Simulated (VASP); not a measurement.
OSZICAR of a VASP run on Zn$_{2}$SeS (space group P-4m2):

OSZICAR:
```
       N       E                     dE             d eps       ncg     rms          rms(c)
DAV:   1     0.205276055814E+03    0.20528E+03   -0.14882E+04   792   0.162E+03
DAV:   2     0.315422562684E+01   -0.20212E+03   -0.19751E+03   840   0.330E+02
DAV:   3    -0.146782164783E+02   -0.17832E+02   -0.17715E+02   936   0.104E+02
DAV:   4    -0.150223526968E+02   -0.34414E+00   -0.34377E+00   912   0.151E+01
DAV:   5    -0.150274346543E+02   -0.50820E-02   -0.50811E-02   942   0.179E+00    0.872E+00
DAV:   6    -0.143106558649E+02    0.71678E+00   -0.20009E+00  1076   0.436E+01    0.662E+00
DAV:   7    -0.143181265535E+02   -0.74707E-02   -0.13801E+00   840   0.728E+00    0.283E+00
DAV:   8    -0.143075652595E+02    0.10561E-01   -0.50752E-02  1080   0.330E+00    0.966E-01
DAV:   9    -0.143070734223E+02    0.49184E-03   -0.14205E-02  1074   0.206E+00    0.266E-01
DAV:  10    -0.143070977232E+02   -0.24301E-04   -0.87431E-04   926   0.351E-01    0.183E-01
DAV:  11    -0.143071587678E+02   -0.61045E-04   -0.37372E-04  1118   0.133E-01    0.345E-02
DAV:  12    -0.143071694800E+02   -0.10712E-04   -0.71392E-05   924   0.667E-02    0.273E-02
DAV:  13    -0.143071744730E+02   -0.49930E-05   -0.14465E-05  1040   0.455E-02    0.754E-03
DAV:  14    -0.143071749781E+02   -0.50507E-06   -0.24311E-06   708   0.259E-02
   1 F= -.14307175E+02 E0= -.14307175E+02  d E =-.143072E+02
       N       E                     dE             d eps       ncg     rms          rms(c)
DAV:   1    -0.143081043001E+02   -0.92983E-03   -0.22593E-02   936   0.228E+00    0.232E-01
DAV:   2    -0.143073418456E+02    0.76245E-03   -0.47050E-03   912   0.148E+00    0.852E-02
DAV:   3    -0.143072616315E+02    0.80214E-04   -0.22430E-04   898   0.112E-01    0.418E-02
DAV:   4    -0.143072363321E+02    0.25299E-04   -0.19746E-05   882   0.305E-02    0.191E-02
DAV:   5    -0.143072331272E+02    0.32049E-05   -0.20673E-06   666   0.439E-02    0.331E-03
DAV:   6    -0.143072333961E+02   -0.26890E-06   -0.36073E-06   770   0.196E-02
   2 F= -.14307233E+02 E0= -.14307233E+02  d E =-.584181E-04
```

Problem. Which electronic solver shows in the log?

Solution. It is blocked Davidson (ALGO = Normal, or the opening steps of other solvers). The INCAR had ALGO = Normal.

Problem. Can the final energy be trusted as converged?

Solution. Self-consistency was reached. It stopped with EDIFF = 1E-6, NELM = 100, NSW = 60 and EDIFFG = -0.02 after 2 ionic steps (PBEsol GGA, plane waves, VASP's PBE PAW potentials (set 64)).

The structure comes from a computed database's Zn2SeS entry (P-4m2); how it stands against other phases isn't given here. This run relaxes it. Symmetry was kept, so distortions that lower it aren't found. The start is the result of an earlier pass.
